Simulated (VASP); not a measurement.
Energy against volume of Ni (fcc). Computed with r2SCAN+rVV10, VASP's PBE PAW potentials (set 64) (plane waves; VASP). Numerical set-up: 520 eV cut-off, 18×18×18 Γ-centred mesh, first-order Methfessel-Paxton smearing of 0.10 eV, potentials Ni.

```tsv
V (Å³/atom)	E (eV/atom)
9.831	-11.67481
10.145	-11.69651
10.459	-11.70308
10.773	-11.69663
```

Q: Fit these four points and predict the energy of the run at 11.086 Å³/atom.

A: A cubic in V^(−2/3), the third-order Birch-Murnaghan form, passes through the four points with V0 = 10.45 Å³/atom and B0 = 221 GPa, and gives -11.6790 eV/atom there. The run gave -11.6792 eV/atom, -0.2 meV/atom from the fit; all five points give B0 = 220 GPa.

The compound is Ni in the fcc structure. It was relaxed first.
